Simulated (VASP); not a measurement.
Given:

```
CELL_PARAMETERS angstrom
     -1.36480     1.36480     1.36480
      1.36480    -1.36480     1.36480
      1.36480     1.36480    -1.36480
ATOMIC_POSITIONS crystal
  Li 0.00000 0.00000 0.00000
```

Computed with PBE GGA, VASP's PBE PAW potentials (set 64) (plane waves; VASP). Settings: 620 eV cut-off, 19×19×19 Γ-centred mesh, first-order Methfessel-Paxton smearing of 0.10 eV, potentials Li_sv.

Energy and stress use the plane-wave basis of the starting cell.

**Question.** The ions, cell shape and volume at an external pressure of 45.0 GPa are relaxed. Predict the relaxed structure.

**Answer.** 
```
CELL_PARAMETERS angstrom
     -1.30441     1.30441     1.30441
      1.30441    -1.30441     1.30441
      1.30441     1.30441    -1.30441
ATOMIC_POSITIONS crystal
  Li 0.00000 0.00000 0.00000
```
Space group Im-3m (229), at a tolerance of 0.03 Å.

**Question.** How do energy and volume change from the first to the last step?

**Answer.** The energy (σ→0) changes by +297.3 meV/atom and the volume by -12.7 %, in 3 ionic steps.

The compound is Li in the bcc structure. This run relaxes it under an external pressure of 45 GPa. Symmetry was kept, so distortions that lower it aren't found.
